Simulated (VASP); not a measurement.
These are LDA (Ceperley-Alder, Perdew-Zunger), VASP's LDA PAW potentials (set 64) (plane waves; VASP 6.6.1) values and carry that method's errors.

VASP input:

POSCAR:
```
InAu3
1
    4.8373300000     0.0000000000     0.0000000000
    0.0000000000     5.7787600000     0.0000000000
    0.0000000000     0.0000000000     5.2718300000
In Au
2 6
Direct
  0.5000000000   0.5000000000   0.3354700000
  0.0000000000   0.0000000000   0.6645300000
  0.0000000000   0.5000000000   0.6626800000
  0.5000000000   0.0000000000   0.3373200000
  0.0000000000   0.7485300000   0.1632200000
  0.0000000000   0.2514700000   0.1632200000
  0.5000000000   0.7514700000   0.8367800000
  0.5000000000   0.2485300000   0.8367800000
```

### KPOINTS
```
Automatic
0
gamma
 3 3 3
```

INCAR:
```
SYSTEM = InAu3
PREC = Accurate
ENCUT = 300
EDIFF = 1E-8
NELM = 100
ALGO = Normal
LREAL = .FALSE.
LASPH = .TRUE.
ISMEAR = -1
SIGMA = 0.1
LMAXMIX = 6
LWAVE = .FALSE.
LCHARG = .FALSE.
ISIF = 2
LEPSILON = .FALSE.
IBRION = 8
NSW = 1
```

POTCAR, in this order: In_d Au (LDA.64 set). Program: vasp_std.

What VASP printed:

### OSZICAR
```
...
RMM:  15    -0.294395634147E+00    0.24663E-07   -0.24854E-09  1944   0.913E-06    0.147E-05
RMM:  16    -0.294395633721E+00    0.42555E-09   -0.22746E-10  1780   0.632E-06    0.127E-05
 Linear response progress:
  Degree of freedom:   5/  9
       N       E                     dE             d eps       ncg     rms          rms(c)
RMM:   1    -0.302727645161E+00   -0.30273E+00   -0.27406E-01  1971   0.215E+00
RMM:   2    -0.297591909474E+00    0.51357E-02   -0.18741E-02  2025   0.624E-01    0.116E-01
RMM:   3    -0.297434597553E+00    0.15731E-03   -0.28636E-03  1855   0.231E-01    0.706E-02
RMM:   4    -0.297477809256E+00   -0.43212E-04   -0.45435E-04  1855   0.939E-02    0.129E-02
RMM:   5    -0.297513463692E+00   -0.35654E-04   -0.50733E-05  1943   0.365E-02    0.892E-03
RMM:   6    -0.297531554713E+00   -0.18091E-04   -0.10148E-05  1861   0.139E-02    0.302E-03
RMM:   7    -0.297529706629E+00    0.18481E-05   -0.12116E-06  2008   0.536E-03    0.220E-03
RMM:   8    -0.297526560127E+00    0.31465E-05   -0.16190E-07  1917   0.213E-03    0.106E-03
RMM:   9    -0.297523667219E+00    0.28929E-05    0.31223E-08  1975   0.101E-03    0.228E-04
RMM:  10    -0.297524381785E+00   -0.71457E-06   -0.16722E-08  2016   0.442E-04    0.112E-04
RMM:  11    -0.297524434080E+00   -0.52294E-07   -0.10965E-09  2111   0.177E-04    0.383E-05
RMM:  12    -0.297524414536E+00    0.19544E-07    0.49632E-09  1969   0.759E-05    0.163E-05
RMM:  13    -0.297524422454E+00   -0.79183E-08   -0.32677E-09  2163   0.330E-05    0.759E-06
 Linear response progress:
  Degree of freedom:   6/  9
       N       E                     dE             d eps       ncg     rms          rms(c)
RMM:   1    -0.301462116831E+00   -0.30146E+00   -0.27342E-01  1499   0.214E+00
RMM:   2    -0.296633625056E+00    0.48285E-02   -0.14645E-02  1573   0.620E-01    0.103E-01
RMM:   3    -0.296401331104E+00    0.23229E-03   -0.22041E-03  1429   0.244E-01    0.584E-02
RMM:   4    -0.296332784404E+00    0.68547E-04   -0.68923E-04  1443   0.125E-01    0.187E-02
RMM:   5    -0.296368754155E+00   -0.35970E-04   -0.11110E-04  1630   0.545E-02    0.110E-02
RMM:   6    -0.296410983321E+00   -0.42229E-04   -0.14752E-05  1490   0.164E-02    0.400E-03
RMM:   7    -0.296411753331E+00   -0.77001E-06   -0.18981E-06  1611   0.573E-03    0.232E-03
RMM:   8    -0.296407308095E+00    0.44452E-05   -0.21107E-07  1489   0.195E-03    0.975E-04
RMM:   9    -0.296406107438E+00    0.12007E-05    0.37361E-08  1623   0.909E-04    0.352E-04
RMM:  10    -0.296405170927E+00    0.93651E-06   -0.45436E-08  1575   0.494E-04    0.188E-04
RMM:  11    -0.296404927152E+00    0.24377E-06   -0.60563E-08  1720   0.194E-04    0.115E-04
RMM:  12    -0.296404875421E+00    0.51731E-07    0.73308E-09  1632   0.759E-05    0.941E-05
RMM:  13    -0.296405038965E+00   -0.16354E-06   -0.55321E-09  1482   0.413E-05    0.868E-05
RMM:  14    -0.296405035519E+00    0.34464E-08   -0.42761E-09  1704   0.190E-05    0.884E-05
 Linear response progress:
  Degree of freedom:   7/  9
       N       E                     dE             d eps       ncg     rms          rms(c)
RMM:   1    -0.299805421758E+00   -0.29981E+00   -0.27787E-01  2634   0.218E+00
RMM:   2    -0.294315243485E+00    0.54902E-02   -0.20203E-02  2740   0.685E-01    0.872E-02
RMM:   3    -0.294192576790E+00    0.12267E-03   -0.33735E-03  2631   0.296E-01    0.519E-02
RMM:   4    -0.294163836274E+00    0.28741E-04   -0.74238E-04  2598   0.123E-01    0.120E-02
RMM:   5    -0.294198097888E+00   -0.34262E-04   -0.14177E-04  2933   0.581E-02    0.825E-03
RMM:   6    -0.294239267604E+00   -0.41170E-04   -0.13683E-05  2678   0.146E-02    0.295E-03
RMM:   7    -0.294245835579E+00   -0.65680E-05   -0.10462E-06  2788   0.432E-03    0.125E-03
RMM:   8    -0.294242208182E+00    0.36274E-05   -0.13444E-07  2770   0.170E-03    0.398E-04
RMM:   9    -0.294242372371E+00   -0.16419E-06   -0.37868E-08  2890   0.831E-04    0.209E-04
RMM:  10    -0.294242136083E+00    0.23629E-06    0.16868E-08  2886   0.356E-04    0.182E-04
RMM:  11    -0.294241919301E+00    0.21678E-06   -0.88290E-09  2949   0.125E-04    0.112E-04
RMM:  12    -0.294242245894E+00   -0.32659E-06   -0.84505E-10  2757   0.677E-05    0.113E-04
RMM:  13    -0.294242217315E+00    0.28578E-07   -0.59202E-10  2865   0.289E-05    0.309E-05
RMM:  14    -0.294242204494E+00    0.12821E-07   -0.40883E-09  2974   0.146E-05    0.481E-05
RMM:  15    -0.294242179484E+00    0.25010E-07    0.57475E-10  2970   0.824E-06    0.417E-06
RMM:  16    -0.294242181358E+00   -0.18740E-08   -0.74406E-10  2553   0.509E-06    0.973E-06
 Linear response progress:
  Degree of freedom:   8/  9
       N       E                     dE             d eps       ncg     rms          rms(c)
RMM:   1    -0.303212584059E+00   -0.30321E+00   -0.27782E-01  1912   0.217E+00
RMM:   2    -0.297456706979E+00    0.57559E-02   -0.14558E-02  1950   0.625E-01    0.103E-01
RMM:   3    -0.297244768839E+00    0.21194E-03   -0.22070E-03  1809   0.253E-01    0.590E-02
RMM:   4    -0.297151159158E+00    0.93610E-04   -0.67930E-04  1759   0.127E-01    0.137E-02
RMM:   5    -0.297178668724E+00   -0.27510E-04   -0.13199E-04  2014   0.581E-02    0.103E-02
RMM:   6    -0.297215890438E+00   -0.37222E-04   -0.17949E-05  1966   0.183E-02    0.389E-03
RMM:   7    -0.297216740824E+00   -0.85039E-06   -0.13716E-06  1942   0.519E-03    0.306E-03
RMM:   8    -0.297216148252E+00    0.59257E-06   -0.38800E-08  1842   0.187E-03    0.127E-03
RMM:   9    -0.297213984946E+00    0.21633E-05   -0.46334E-08  2018   0.111E-03    0.403E-04
RMM:  10    -0.297213239577E+00    0.74537E-06    0.10698E-09  1976   0.560E-04    0.242E-04
RMM:  11    -0.297213062220E+00    0.17736E-06    0.12072E-08  2064   0.222E-04    0.156E-04
RMM:  12    -0.297212736848E+00    0.32537E-06    0.16347E-08  1966   0.100E-04    0.956E-05
RMM:  13    -0.297212878248E+00   -0.14140E-06   -0.15861E-09  2006   0.456E-05    0.695E-05
RMM:  14    -0.297212861751E+00    0.16496E-07    0.64582E-10  2084   0.201E-05    0.491E-05
RMM:  15    -0.297212863677E+00   -0.19256E-08    0.15916E-09  2241   0.987E-06    0.522E-05
 Linear response progress:
  Degree of freedom:   9/  9
       N       E                     dE             d eps       ncg     rms          rms(c)
RMM:   1    -0.302116052608E+00   -0.30212E+00   -0.27873E-01  1850   0.220E+00
RMM:   2    -0.296628699337E+00    0.54874E-02   -0.19514E-02  1992   0.707E-01    0.105E-01
RMM:   3    -0.296518569971E+00    0.11013E-03   -0.32076E-03  1831   0.283E-01    0.618E-02
RMM:   4    -0.296472959505E+00    0.45610E-04   -0.83212E-04  1864   0.134E-01    0.182E-02
RMM:   5    -0.296510969568E+00   -0.38010E-04   -0.14625E-04  2113   0.603E-02    0.110E-02
RMM:   6    -0.296546355133E+00   -0.35386E-04   -0.13804E-05  1866   0.155E-02    0.410E-03
RMM:   7    -0.296549334783E+00   -0.29797E-05   -0.11242E-06  1976   0.479E-03    0.189E-03
RMM:   8    -0.296544934252E+00    0.44005E-05   -0.19313E-07  1987   0.204E-03    0.829E-04
RMM:   9    -0.296542901159E+00    0.20331E-05   -0.55252E-08  2025   0.972E-04    0.322E-04
RMM:  10    -0.296542410091E+00    0.49107E-06    0.90572E-10  2020   0.411E-04    0.227E-04
RMM:  11    -0.296542260293E+00    0.14980E-06    0.23382E-08  2061   0.176E-04    0.792E-05
RMM:  12    -0.296542555244E+00   -0.29495E-06   -0.19820E-09  2061   0.866E-05    0.100E-04
RMM:  13    -0.296542538425E+00    0.16819E-07   -0.35086E-10  2086   0.366E-05    0.901E-05
RMM:  14    -0.296542545839E+00   -0.74141E-08   -0.27684E-10  2212   0.176E-05    0.988E-05
 Linear response finished
```

File OUTCAR:
```
------------------------ aborting loop because EDIFF is reached ----------------------------------------

   1 f  =    3.943596 THz    24.778346 2PiTHz  131.544213 cm-1    16.309397 meV
             X         Y         Z           dx          dy          dz
      2.418665  2.889380  1.768541     0.491814   -0.000000    0.000000
      0.000000  0.000000  3.503289    -0.491814    0.000000   -0.000000
      0.000000  2.889380  3.493536    -0.280975   -0.000000   -0.000000
      2.418665  0.000000  1.778294     0.280975    0.000000    0.000000
      0.000000  4.325575  0.860468    -0.299310   -0.000000    0.000000
      0.000000  1.453185  0.860468    -0.299310    0.000000    0.000000
      2.418665  4.342565  4.411362     0.299310   -0.000000   -0.000000
      2.418665  1.436195  4.411362     0.299310   -0.000000    0.000000

   2 f  =    3.897749 THz    24.490280 2PiTHz  130.014915 cm-1    16.119788 meV
             X         Y         Z           dx          dy          dz
      2.418665  2.889380  1.768541    -0.000000   -0.591650    0.000000
      0.000000  0.000000  3.503289     0.000000    0.591650    0.000000
      0.000000  2.889380  3.493536     0.000000   -0.382665    0.000000
      2.418665  0.000000  1.778294    -0.000000    0.382665   -0.000000
      0.000000  4.325575  0.860468     0.000000    0.003849   -0.041763
      0.000000  1.453185  0.860468     0.000000    0.003849    0.041763
      2.418665  4.342565  4.411362    -0.000000   -0.003849    0.041763
      2.418665  1.436195  4.411362    -0.000000   -0.003849   -0.041763

   3 f  =    3.636580 THz    22.849307 2PiTHz  121.303256 cm-1    15.039680 meV
             X         Y         Z           dx          dy          dz
      2.418665  2.889380  1.768541    -0.000000   -0.599028   -0.000000
      0.000000  0.000000  3.503289     0.000000   -0.599028    0.000000
      0.000000  2.889380  3.493536     0.000000    0.354128    0.000000
      2.418665  0.000000  1.778294    -0.000000    0.354128   -0.000000
      0.000000  4.325575  0.860468     0.000000    0.049489   -0.073689
      0.000000  1.453185  0.860468     0.000000    0.049489    0.073689
      2.418665  4.342565  4.411362    -0.000000    0.049489   -0.073689
      2.418665  1.436195  4.411362     0.000000    0.049489    0.073689

   4 f  =    3.431558 THz    21.561114 2PiTHz  114.464451 cm-1    14.191777 meV
             X         Y         Z           dx          dy          dz
      2.418665  2.889380  1.768541    -0.000000    0.000000    0.168744
      0.000000  0.000000  3.503289    -0.000000    0.000000    0.168744
      0.000000  2.889380  3.493536    -0.000000   -0.000000   -0.017777
      2.418665  0.000000  1.778294    -0.000000   -0.000000   -0.017777
      0.000000  4.325575  0.860468     0.000000    0.482228   -0.055328
      0.000000  1.453185  0.860468     0.000000   -0.482228   -0.055328
      2.418665  4.342565  4.411362     0.000000    0.482228   -0.055328
      2.418665  1.436195  4.411362     0.000000   -0.482228   -0.055328

   5 f  =    3.342097 THz    20.999013 2PiTHz  111.480346 cm-1    13.821795 meV
             X         Y         Z           dx          dy          dz
      2.418665  2.889380  1.768541    -0.000000   -0.000000    0.487909
      0.000000  0.000000  3.503289    -0.000000   -0.000000   -0.487909
      0.000000  2.889380  3.493536     0.000000    0.000000   -0.284851
      2.418665  0.000000  1.778294     0.000000    0.000000    0.284851
      0.000000  4.325575  0.860468     0.000000    0.113296    0.278508
      0.000000  1.453185  0.860468     0.000000   -0.113296    0.278508
      2.418665  4.342565  4.411362    -0.000000   -0.113296   -0.278508
      2.418665  1.436195  4.411362     0.000000    0.113296   -0.278508

   6 f  =    3.232823 THz    20.312426 2PiTHz  107.835367 cm-1    13.369876 meV
             X         Y         Z           dx          dy          dz
      2.418665  2.889380  1.768541     0.642010   -0.000000    0.000000
      0.000000  0.000000  3.503289     0.642010   -0.000000   -0.000000
      0.000000  2.889380  3.493536    -0.084687    0.000000   -0.000000
      2.418665  0.000000  1.778294    -0.084687    0.000000    0.000000
      0.000000  4.325575  0.860468    -0.200812   -0.000000    0.000000
      0.000000  1.453185  0.860468    -0.200812    0.000000    0.000000
      2.418665  4.342565  4.411362    -0.200812    0.000000   -0.000000
      2.418665  1.436195  4.411362    -0.200812   -0.000000   -0.000000

   7 f  =    3.193960 THz    20.068244 2PiTHz  106.539046 cm-1    13.209152 meV
             X         Y         Z           dx          dy          dz
      2.418665  2.889380  1.768541    -0.000000   -0.000000    0.039415
      0.000000  0.000000  3.503289    -0.000000    0.000000   -0.039415
      0.000000  2.889380  3.493536     0.000000   -0.000000   -0.132800
      2.418665  0.000000  1.778294     0.000000   -0.000000    0.132800
      0.000000  4.325575  0.860468     0.000000   -0.481339    0.093369
      0.000000  1.453185  0.860468     0.000000    0.481339    0.093369
      2.418665  4.342565  4.411362     0.000000    0.481339   -0.093369
      2.418665  1.436195  4.411362     0.000000   -0.481339   -0.093369

   8 f  =    2.952850 THz    18.553306 2PiTHz   98.496486 cm-1    12.212002 meV
             X         Y         Z           dx          dy          dz
      2.418665  2.889380  1.768541     0.000000   -0.000000    0.496665
      0.000000  0.000000  3.503289    -0.000000   -0.000000    0.496665
      0.000000  2.889380  3.493536    -0.000000    0.000000    0.220061
      2.418665  0.000000  1.778294    -0.000000    0.000000    0.220061
      0.000000  4.325575  0.860468    -0.000000   -0.117023   -0.297917
      0.000000  1.453185  0.860468     0.000000    0.117023   -0.297917
      2.418665  4.342565  4.411362     0.000000   -0.117023   -0.297917
      2.418665  1.436195  4.411362    -0.000000    0.117023   -0.297917

   9 f  =    2.283109 THz    14.345199 2PiTHz   76.156329 cm-1     9.442177 meV
             X         Y         Z           dx          dy          dz
      2.418665  2.889380  1.768541    -0.086759   -0.000000   -0.000000
      0.000000  0.000000  3.503289    -0.086759   -0.000000    0.000000
      0.000000  2.889380  3.493536     0.594219    0.000000   -0.000000
      2.418665  0.000000  1.778294     0.594219   -0.000000    0.000000
      0.000000  4.325575  0.860468    -0.263985   -0.000000    0.000000
      0.000000  1.453185  0.860468    -0.263985   -0.000000   -0.000000
      2.418665  4.342565  4.411362    -0.263985   -0.000000   -0.000000
      2.418665  1.436195  4.411362    -0.263985   -0.000000   -0.000000

  10 f  =    2.192590 THz    13.776448 2PiTHz   73.136925 cm-1     9.067819 meV
             X         Y         Z           dx          dy          dz
      2.418665  2.889380  1.768541     0.000000    0.000000   -0.000000
      0.000000  0.000000  3.503289     0.000000    0.000000    0.000000
      0.000000  2.889380  3.493536    -0.000000   -0.000000   -0.000000
      2.418665  0.000000  1.778294    -0.000000    0.000000   -0.000000
      0.000000  4.325575  0.860468     0.500000    0.000000   -0.000000
      0.000000  1.453185  0.860468    -0.500000   -0.000000    0.000000
      2.418665  4.342565  4.411362    -0.500000   -0.000000   -0.000000
...
```
(Selected blocks of OUTCAR.)

The structure comes from a computed database's InAu3 entry (Pmmn); how it stands against other phases isn't given here. The cell was not relaxed at this level. The k-mesh is coarse (spacing up to 0.43 per Å, 2π included), so the numbers may not be converged in it. The run is one of a series of settings (EDIFF = 1E-8, GGA removed, IBRION = 8, LEPSILON = .FALSE., NSW = 1, POTCAR In_d Au (LDA.64 set) against the base run), some of them coarse on purpose.
